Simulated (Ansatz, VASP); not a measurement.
# Cross-check of SnSe2 between VASP and Ansatz, part 2 of 2

Aim: how closely do two programs agree when they are given the same cell, functional and k mesh? The cell is taken from a series of runs on this material, whose earlier steps may have relaxed, scaled, displaced or heated it; both programs get it as it stands.

VASP 6.6.1 and Ansatz 0.2.0.

So far: The structure; Ansatz: single point, PBEsol; VASP: single point, PBEsol; Comparison.

**5. VASP: single point, PBEsol, spin-orbit coupling**

Level of this step: PBEsol, spin-orbit coupling; plane waves and PAW (Sn_d, Se) (VASP).

A single point gives forces, pressure and levels at one fixed geometry, so differences don't come from the geometry; what else differs is listed under the comparison.

Input file INCAR:

```
SYSTEM = SnSe2
PREC = Accurate
ENCUT = 400
EDIFF = 1E-06
NELM = 200
ISMEAR = -1
SIGMA = 0.02
LREAL = .FALSE.
ALGO = Normal
GGA = PS
LNONCOLLINEAR = .TRUE.
MAGMOM = 0 0 0 0 0 0 0 0 0
NBANDS = 38
GGA_COMPAT = .FALSE.
LASPH = .TRUE.
LSORBIT = .TRUE.
LORBIT = 11
LWAVE = .FALSE.
LCHARG = .FALSE.
ISIF = 2
LDIPOL = .TRUE.
IDIPOL = 3
DIPOL = 0.5 0.5 0.5
LVHAR = .TRUE.
EFERMI = MIDGAP
NELMDL = -8
KPAR = 2
```

Input file POSCAR:

```
SnSe2
1.0
    3.7734635746      0.0000000000      0.0000000000
   -1.8867317873      3.2679153158      0.0000000000
    0.0000000000      0.0000000000     29.6000000000
Sn Se
1 2
Direct
    0.0000000000      0.0000000000      0.5000000000
    0.3333333333      0.6666666667      0.5537491914
    0.6666666667      0.3333333333      0.4462508086
```

Input file KPOINTS:

```
Automatic mesh
0
Gamma
6 6 1
0 0 0
```

The projector-augmented-wave data sets are Sn_d and Se (PBE family, release 64).

Run with:

```
mpirun -np 2 vasp_ncl
```

Numbers of over 12 decimals in the logs are rounded to 6 here.

Output:

```text
[banner, memory and clock lines left out]
running    2 mpi-ranks, on    1 nodes
[...]
[... a notice as in an earlier step ...]

 LDA part: xc-table for (Slater+PW92), standard interpolation
 POSCAR, INCAR and KPOINTS ok, starting setup
[...]
entering main loop
       N       E                     dE             d eps       ncg     rms          rms(c)
DAV:   1     0.172329327190E+03    0.17233E+03   -0.92722E+03   676   0.846E+02
DAV:   2     0.942889088699E+01   -0.16290E+03   -0.15914E+03   690   0.213E+02
DAV:   3    -0.124342420110E+02   -0.21863E+02   -0.21686E+02   664   0.938E+01
DAV:   4    -0.132673640621E+02   -0.83312E+00   -0.82868E+00   692   0.220E+01
[...]
DAV:  24    -0.129965151758E+02   -0.32627E-05   -0.58279E-08   454   0.822E-04    0.239E-04
DAV:  25    -0.129965167492E+02   -0.15733E-05   -0.32512E-08   454   0.536E-04    0.220E-04
DAV:  26    -0.129965174202E+02   -0.67101E-06   -0.80448E-09   460   0.348E-04
   1 F= -.12996517E+02 E0= -.12996517E+02  d E =-.421152E-08  mag=     0.0000     0.0000     0.0000
```

OUTCAR, selected parts (step 5):

```text
  Total        0.6708714      0.6708714      0.2083131      0.0000000      0.0000000     -0.0000000
  in kB        2.9447417      2.9447417      0.9143755      0.0000000      0.0000000     -0.0000000
  external PRESSURE =       2.2679529 kB  Pullay stress =       0.0000000 kB

 POSITION                                       TOTAL-FORCE (eV/Angst)
 -----------------------------------------------------------------------------------
      0.00000      0.00000     14.80000         0.000000      0.000000      0.000000
     -0.00000      2.17861     16.39098         0.000000     -0.000000      0.074782
      1.88673      1.08931     13.20902        -0.000000      0.000000     -0.074782
 -----------------------------------------------------------------------------------
    total drift:                               -0.000000      0.000000      0.000000

  FREE ENERGIE OF THE ION-ELECTRON SYSTEM (eV)
  ---------------------------------------------------
  free  energy   TOTEN  =       -12.9965174202 eV

  energy  without entropy=      -12.9965174160  energy(sigma->0) =      -12.99651742

 magnetization (x)
# of ion       s       p       d       tot
------------------------------------------
    1        0.000   0.000   0.000   0.000
    2        0.000   0.000   0.000   0.000
    3        0.000   0.000   0.000   0.000
--------------------------------------------------
tot          0.000   0.000   0.000   0.000

 magnetization (y)
# of ion       s       p       d       tot
------------------------------------------
    1        0.000   0.000   0.000   0.000
    2       -0.000   0.000   0.000   0.000
    3        0.000   0.000  -0.000   0.000
--------------------------------------------------
tot          0.000   0.000   0.000   0.000

 magnetization (z)
# of ion       s       p       d       tot
------------------------------------------
    1       -0.000   0.000  -0.000  -0.000
    2        0.000   0.000   0.000   0.000
    3        0.000   0.000   0.000   0.000
--------------------------------------------------
tot         -0.000   0.000  -0.000  -0.000

[... 1 part as in an earlier step ...]

[... 2 further parts left out ...]
[key lines of the parts left out:]
E-fermi :  -3.4142
```

**6. Ansatz: single point, PBEsol, spin-orbit coupling**

The same cell, functional, mesh and smearing now go to Ansatz, which takes its cutoff from its data sets.

The cell is taken from a series of runs on this material, whose earlier steps may have relaxed, scaled, displaced or heated it; both programs get it as it stands.

Input file input.yaml:

```yaml
crystal:
  lattice:
    - [3.7734635746, 0.0, 0.0]
    - [-1.8867317873, 3.2679153158, 0.0]
    - [0.0, 0.0, 29.6]
  atoms:
    - { symbol: Sn, position: [0.0, 0.0, 0.5] }
    - { symbol: Se, position: [0.3333333333, 0.6666666667, 0.5537491914] }
    - { symbol: Se, position: [0.6666666667, 0.3333333333, 0.4462508086] }
  periodic: [true, true, false]
kpoints:
  mp_grid: { grid: [6, 6, 1] }
  band_path:
    path:
      - [0.0, 0.0, 0.0]
      - [0.5, 0.0, 0.0]
      - [0.3333333333, 0.3333333333, 0.0]
      - [0.1, 0.0, 0.0]
    npoints: 1
hamiltonian:
  xc: pbesol
  pseudopotentials: { kind: paw_fr, azcp: { folder: soft_1 }, xc_functional: pbe }
scf:
  occupations: { method: fermi_dirac, width: 0.02 }
  n_extra_bands: 10
magnetization:
  noncollinear: true
  spin_orbit: true
output:
  eigenvalues: true
```

Run with:

```
ansatz run input.yaml --threads 8 --pin off --max-ram 17510MiB --backend cpu --events-out ev --progress --plain --runs-dir out
```

Output:

```text
[...]
non-collinear run that drives no moment, with spin-orbit: no starting moment large enough to seed its density (crystal.atoms[].spin), no starting occupations that ask for one, no magnetisation constraint and no magnetic field, so the semilocal B_xc is pinned to zero
Crystal: 3 atoms, lattice volume = 365.008 Å³
Basis set: ecut = 420 eV, 7167 PW (Γ)
[...]
k-point 1: bands = [... 42 lower, -6.9575, -6.9575, -5.9174, -5.9174, -3.5743, -3.5743, -2.0910, -2.0910, ... 6 higher]
  k-point 2: bands = [... 42 lower, -6.8032, -6.8032, -6.1444, -6.1444, -4.6338, -4.6338, -1.7942, -1.7942, ... 6 higher]
  k-point 6: bands = [... 42 lower, -6.9403, -6.9403, -6.8698, -6.8698, -4.1165, -4.1165, -0.8382, -0.8382, ... 6 higher]
  ° read free of the cell's end (the report's vacuum.weakly_bound_levels)
[key lines of the parts left out:]
SCF converged after 8 iterations
Magnetization: |M| = 0.0000 μB,  M = (+0.0000, +0.0000, +0.0000) μB
Free energy (F): -16801.640255 eV
Fermi energy:    -5.515798 eV
```

**7. Comparison**

What differs besides the data sets and the points named for the pairs above, as far as they apply: spin-orbit coupling enters by fully relativistic files in Ansatz and inside the spheres in VASP; the data sets hold 46 valence electrons in Ansatz (on its PAW fully relativistic soft_1 files) and 26 in VASP. Total energies have different zeros and are not compared.

Compared:

```csv
quantity,Ansatz,VASP,difference
gap on the k mesh (eV),0.670,0.667,+0.003
```

A gap on the mesh is an upper bound, since the band edges may lie between its points. With vacuum in the cell, a pressure given here is an average over mostly empty space and none of the material.

**8. Outcome**

- difference in gap on the k mesh (single point, PBEsol): 0.0031 eV
- difference in gap on the k mesh (single point, PBEsol, spin-orbit coupling): 0.0026 eV

What this shows: The difference in gap on the k mesh is 0.0031 eV (single point, PBEsol), within the 0.08 eV picked in this series as the mark of a large difference. The data sets hold unlike numbers of valence electrons (46 in Ansatz and 26 in VASP), so part of the differences comes from the potentials. How closely two codes agree says nothing of how well the functional describes the real material.

[Lines on the potential files, build, host, timing and source positions are cut from VASP's logs without a mark.]

[Logs are printed without paths, hosts, clocks, repeated set-up lines and the standing remarks that a program may print on its own settings, such as how far it seeks lower states.]

[Hosts, paths, dates, database ids (printed as entryN), source tags and the programs' standing remarks are cut or masked in the printed files.]
